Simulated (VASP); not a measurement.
Mg2Sn (antifluorite): the formation energy from VASP (plane waves, PAW) at several levels of theory. The references are the elements' solids at the same level; no temperature or zero-point terms are added.

```csv
level,formation energy (eV/atom)
LDA,-0.278
PBE,-0.207
PBEsol,-0.211
```

The cell of the LDA run:

```
Mg2Sn
1.0
    0.00000     3.32531     3.32531
    3.32531     0.00000     3.32531
    3.32531     3.32531     0.00000
Mg Sn
2 1
Cartesian
  1.66266   1.66266   1.66266
  4.98797   4.98797   4.98797
  0.00000   0.00000   0.00000
```

Only levels that ran to the end are used. Left out are those held back, those with too coarse a band path, GW runs whose mesh misses a band edge, hybrids' fits of cells that aren't cubic and levels without matching references; a question may draw on a part of the rest.
